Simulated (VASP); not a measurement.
Level of theory: LDA (Ceperley-Alder, Perdew-Zunger), VASP's LDA PAW potentials (set 64) (plane waves; VASP).

VASP ran on this input.

POSCAR:
```
Se
1
    1.9959932647    -3.4571617354     0.0000000000
    1.9959932647     3.4571617354     0.0000000000
    0.0000000000     0.0000000000     5.1707766493
Se
3
Direct
  0.0000000000   0.2556381205   0.6666670000
  0.7443618795   0.7443618795   1.0000000000
  0.2556381205   0.0000000000   0.3333330000
```

INCAR:
```
ALGO=Normal
EDIFF=1E-7
EDIFFG=-0.01
ENCUT=520
IBRION=2
ISIF=4
ISMEAR=0
LASPH=.TRUE.
LCHARG=.FALSE.
LMAXMIX=4
LREAL=.FALSE.
LWAVE=.FALSE.
NELM=100
NSW=30
PREC=Accurate
SIGMA=0.05
SYSTEM=Se
```

KPOINTS:
```
Automatic
0
gamma
  8 8 5
0 0 0
```

POTCAR, in this order: Se (LDA.64 set). Program: vasp_std.

The run wrote:

File OSZICAR:
```
       N       E                     dE             d eps       ncg     rms          rms(c)
DAV:   1     0.840719870952E+02    0.84072E+02   -0.74650E+03  1040   0.117E+03
DAV:   2    -0.675776816891E+01   -0.90830E+02   -0.86619E+02  1427   0.177E+02
DAV:   3    -0.124974607086E+02   -0.57397E+01   -0.57019E+01  1205   0.519E+01
DAV:   4    -0.125514228826E+02   -0.53962E-01   -0.53839E-01  1265   0.584E+00
DAV:   5    -0.125518479698E+02   -0.42509E-03   -0.42505E-03  1220   0.498E-01    0.720E+00
DAV:   6    -0.124884931210E+02    0.63355E-01   -0.33832E-02  1180   0.130E+00    0.439E+00
DAV:   7    -0.124653815428E+02    0.23112E-01   -0.63207E-02  1085   0.172E+00    0.188E-01
DAV:   8    -0.124645001249E+02    0.88142E-03   -0.91238E-03  1070   0.676E-01    0.111E-01
DAV:   9    -0.124645324899E+02   -0.32365E-04   -0.26626E-04  1290   0.130E-01    0.303E-02
DAV:  10    -0.124645214057E+02    0.11084E-04   -0.35485E-05  1195   0.443E-02    0.629E-03
DAV:  11    -0.124645217174E+02   -0.31167E-06   -0.65831E-06  1225   0.165E-02    0.479E-03
DAV:  12    -0.124645213823E+02    0.33514E-06   -0.63087E-07  1095   0.560E-03    0.135E-03
DAV:  13    -0.124645212936E+02    0.88686E-07   -0.11601E-07   575   0.223E-03
   1 F= -.12464521E+02 E0= -.12464521E+02  d E =-.124645E+02
       N       E                     dE             d eps       ncg     rms          rms(c)
DAV:   1    -0.124682764212E+02   -0.37550E-02   -0.27023E-01  1040   0.321E+00    0.295E-01
DAV:   2    -0.124693579663E+02   -0.10815E-02   -0.13926E-02  1230   0.796E-01    0.754E-02
DAV:   3    -0.124692281947E+02    0.12977E-03   -0.17453E-04  1155   0.102E-01    0.416E-02
DAV:   4    -0.124691974357E+02    0.30759E-04   -0.12125E-04  1190   0.708E-02    0.107E-02
DAV:   5    -0.124691975834E+02   -0.14770E-06   -0.15058E-05  1070   0.276E-02    0.588E-03
DAV:   6    -0.124691975209E+02    0.62488E-07   -0.70226E-07  1240   0.657E-03
   2 F= -.12469198E+02 E0= -.12469198E+02  d E =-.467623E-02
       N       E                     dE             d eps       ncg     rms          rms(c)
DAV:   1    -0.124700056558E+02   -0.80807E-03   -0.45740E-01  1040   0.417E+00    0.394E-01
DAV:   2    -0.124718217321E+02   -0.18161E-02   -0.23541E-02  1235   0.104E+00    0.981E-02
DAV:   3    -0.124715970221E+02    0.22471E-03   -0.30507E-04  1150   0.134E-01    0.541E-02
DAV:   4    -0.124715445780E+02    0.52444E-04   -0.21081E-04  1190   0.931E-02    0.141E-02
DAV:   5    -0.124715448210E+02   -0.24307E-06   -0.25751E-05  1075   0.362E-02    0.773E-03
DAV:   6    -0.124715447164E+02    0.10466E-06   -0.12588E-06  1240   0.876E-03    0.329E-03
DAV:   7    -0.124715446643E+02    0.52035E-07   -0.97917E-08   635   0.266E-03
   3 F= -.12471545E+02 E0= -.12471545E+02  d E =-.702337E-02
```

File OUTCAR:
```
------------------------ aborting loop because EDIFF is reached ----------------------------------------
  FORCE on cell =-STRESS in cart. coord.  units (eV):
  Direction    XX          YY          ZZ          XY          YZ          ZX
  --------------------------------------------------------------------------------------
  Total       -0.4224438     -0.4224438     -0.4524195      0.0000000     -0.0000000      0.0000000
  in kB       -9.4845120     -9.4845119    -10.1575126      0.0000000     -0.0000000      0.0000000
  external PRESSURE =      -9.7088455 kB  Pullay stress =       0.0000000 kB
  volume of cell :       71.36
      direct lattice vectors                 reciprocal lattice vectors
     2.004619521 -3.472102851 -0.000000000     0.249423890 -0.144004951  0.000000000
     2.004619521  3.472102851  0.000000000     0.249423890  0.144004951 -0.000000000
     0.000000000  0.000000000  5.126370739     0.000000000 -0.000000000  0.195069778
 POSITION                                       TOTAL-FORCE (eV/Angst)
 -----------------------------------------------------------------------------------
      2.50725     -2.60152      3.41758         0.000483      0.000837      0.000000
      3.00397      0.00000      0.00000        -0.000966     -0.000000     -0.000000
      2.50725      2.60152      1.70879         0.000483     -0.000837     -0.000000
 -----------------------------------------------------------------------------------
    total drift:                               -0.000231     -0.000444      0.000012
  FREE ENERGIE OF THE ION-ELECTRON SYSTEM (eV)
  ---------------------------------------------------
  free  energy   TOTEN  =       -12.4715446643 eV

  energy  without entropy=      -12.4715446643  energy(sigma->0) =      -12.47154466

 reached required accuracy - stopping structural energy minimisation
```
(Selected blocks of OUTCAR.)

**CONTCAR**
```
Se
   1.00000000000000
     2.0046195214748632   -3.4721028510084451   -0.0000000000000000
     2.0046195214748632    3.4721028510084451    0.0000000000000000
     0.0000000000000000    0.0000000000000000    5.1263707389612252
  Se
     3
Direct
     0.9999999999998885    0.2507376450925712    0.6666669999999968
     0.7492623549075402    0.7492623549075402    0.0000000000000000
     0.2507376450925712    0.9999999999998885    0.3333330000000032
```

The compound is Se in the trig structure. This cell is one point of a volume scan, at 1.03 of the reference volume. Symmetry was kept, so distortions that lower it aren't found.
